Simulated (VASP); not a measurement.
Method: PW91 GGA, VASP's PBE PAW potentials (set 64) (plane waves; VASP 6.6.1).

VASP ran on this input.

File POSCAR:
```
Al
1.0
  0.0000000000   2.0250000000   2.0250000000
  2.0250000000   0.0000000000   2.0250000000
  2.0250000000   2.0250000000   0.0000000000
Al
1
direct
  0.0000000000   0.0000000000   0.0000000000
```

### KPOINTS
```
Automatic mesh
0
Gamma
14 14 14
0 0 0
```

INCAR:
```
! general
SYSTEM  =  Al
PREC    =  Accurate
ENCUT   =  520
LREAL   =  .False.
LASPH   =  .True.

! electronic loop
EDIFF   =  1E-6
NELM    =  100
ALGO    =  Normal

! smearing
ISMEAR  =  1
SIGMA   =  0.1

! functional
GGA     =  91

! ions
IBRION  =  2
NSW     =  60
ISIF    =  3
EDIFFG  =  -0.01

! output
LWAVE   =  .False.
LCHARG  =  .False.
```

POTCAR, in this order: Al (PBE.64 set). Program: vasp_std.

Output of the run:

OSZICAR:
```
       N       E                     dE             d eps       ncg     rms          rms(c)
DAV:   1    -0.156124996735E+01   -0.15612E+01   -0.90955E+02  1090   0.335E+02
DAV:   2    -0.367844716942E+01   -0.21172E+01   -0.20356E+01  1355   0.319E+01
DAV:   3    -0.369607557902E+01   -0.17628E-01   -0.17323E-01  1405   0.330E+00
DAV:   4    -0.369614590308E+01   -0.70324E-04   -0.70006E-04  1375   0.183E-01
DAV:   5    -0.369614631503E+01   -0.41195E-06   -0.41185E-06  1415   0.127E-02    0.119E+00
DAV:   6    -0.368463188695E+01    0.11514E-01   -0.16991E-03  1220   0.306E-01    0.699E-01
DAV:   7    -0.367700891777E+01    0.76230E-02   -0.44764E-03  1205   0.527E-01    0.135E-01
DAV:   8    -0.367701274391E+01   -0.38261E-05   -0.35743E-05  1440   0.603E-02    0.105E-02
DAV:   9    -0.367701272874E+01    0.15171E-07   -0.13713E-07  1095   0.378E-03
   1 F= -.36770127E+01 E0= -.36770980E+01  d E =-.367701E+01
       N       E                     dE             d eps       ncg     rms          rms(c)
DAV:   1    -0.367713077616E+01   -0.11803E-03   -0.17943E-03  1330   0.267E-01    0.334E-02
DAV:   2    -0.367712547471E+01    0.53015E-05   -0.11424E-05  1125   0.302E-02    0.133E-02
DAV:   3    -0.367712198200E+01    0.34927E-05   -0.17330E-06  1300   0.110E-02    0.398E-03
DAV:   4    -0.367712193252E+01    0.49477E-07   -0.13494E-07   620   0.305E-03
   2 F= -.36771219E+01 E0= -.36772152E+01  d E =-.109204E-03
```

OUTCAR:
```
------------------------ aborting loop because EDIFF is reached ----------------------------------------
  FORCE on cell =-STRESS in cart. coord.  units (eV):
  Direction    XX          YY          ZZ          XY          YZ          ZX
  --------------------------------------------------------------------------------------
  Total        0.0054437      0.0054437      0.0054437      0.0000000      0.0000000      0.0000000
  in kB        0.5283218      0.5283218      0.5283218      0.0000000      0.0000000      0.0000000
  external PRESSURE =       0.5283218 kB  Pullay stress =       0.0000000 kB
  volume of cell :       16.51
      direct lattice vectors                 reciprocal lattice vectors
    -0.000000000  2.020962435  2.020962435    -0.247406875  0.247406875  0.247406875
     2.020962435  0.000000000  2.020962435     0.247406875 -0.247406875  0.247406875
     2.020962435  2.020962435 -0.000000000     0.247406875  0.247406875 -0.247406875
 POSITION                                       TOTAL-FORCE (eV/Angst)
 -----------------------------------------------------------------------------------
      2.02096      4.04192      2.02096         0.000000     -0.000000     -0.000000
 -----------------------------------------------------------------------------------
    total drift:                                0.000000      0.000000     -0.000000
  FREE ENERGIE OF THE ION-ELECTRON SYSTEM (eV)
  ---------------------------------------------------
  free  energy   TOTEN  =        -3.6771219325 eV

  energy  without entropy=       -3.6774017161  energy(sigma->0) =       -3.67721519

 reached required accuracy - stopping structural energy minimisation
```
(Selected blocks of OUTCAR.)

### CONTCAR
```
Al
   1.00000000000000
    -0.0000000000000000    2.0209624346278079    2.0209624346278079
     2.0209624346278079    0.0000000000000000    2.0209624346278079
     2.0209624346278079    2.0209624346278079   -0.0000000000000000
  Al
     1
Direct
     1.0000000000000000    0.0000000000000000    1.0000000000000000
```

The compound is Al in the fcc structure. This run relaxes it. Symmetry was kept, so distortions that lower it aren't found.
